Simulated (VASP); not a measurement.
Given:

```yaml
crystal:
  lattice:
    - [0.00000, 3.05320, 3.05320]
    - [3.05320, 0.00000, 3.05320]
    - [3.05320, 3.05320, 0.00000]
  atoms:
    - { symbol: Sr, position: [0.00000, 0.00000, 0.00000] }
    - { symbol: Cl, position: [0.25000, 0.25000, 0.25000] }
    - { symbol: Cl, position: [0.75000, 0.75000, 0.75000] }
```

Level of theory: LDA (Ceperley-Alder, Perdew-Zunger), VASP's LDA PAW potentials (set 64) (plane waves; VASP). Numerical set-up: 500 eV cut-off, 6×6×6 Γ-centred mesh, Gaussian smearing of 0.050 eV, potentials Sr_sv Cl.

Predict the energy per atom (σ→0), pressure, band gap (on the k-mesh) with the smallest direct gap where there is one.

```
Item                                          Value
-----------------------------------  --------------
band gap (on the k-mesh)                    4.59 eV
smallest direct gap (on the k-mesh)         4.59 eV
energy per atom (σ→0)                -4179 meV/atom
pressure                                  29.94 GPa
```

The compound is SrCl2 in the fluorite structure. It was relaxed first under an external pressure of 30 GPa.
